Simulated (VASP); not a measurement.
Given:

```
Hg3Sb
1.0
   -2.14864     2.14864     5.19355
    2.14864    -2.14864     5.19355
    2.14864     2.14864    -5.19355
Hg Sb
3 1
Direct
  0.75000   0.25000   0.50000
  0.25000   0.75000   0.50000
  0.50000   0.50000   0.00000
  0.00000   0.00000   0.00000
```

Calculation: PBEsol GGA, VASP's PBE PAW potentials (set 64) (plane waves; VASP). Settings: 400 eV cut-off, 11×11×11 Γ-centred mesh, tetrahedra with Blöchl corrections, potentials Hg Sb.

The cores are frozen, which limits the accuracy of field gradients.

Problem. Give the principal components of the electric field gradient (V/Å²) and the asymmetry η at each nucleus.

Solution. 
```json
[
 {"atom": "Hg1", "Vxx": "-30.0", "Vyy": "-30.0", "Vzz": "60.0", "η": "0.00"},
 {"atom": "Hg2", "Vxx": "-30.0", "Vyy": "-30.0", "Vzz": "60.0", "η": "0.00"},
 {"atom": "Hg3", "Vxx": "-99.1", "Vyy": "-99.1", "Vzz": "198.1", "η": "0.00"},
 {"atom": "Sb4", "Vxx": "-55.1", "Vyy": "-55.1", "Vzz": "110.2", "η": "0.00"}
]
```

The structure comes from a computed database's Hg3Sb entry (I4/mmm); how it stands against other phases isn't given here. It was relaxed first, which changed the volume by -9 %.
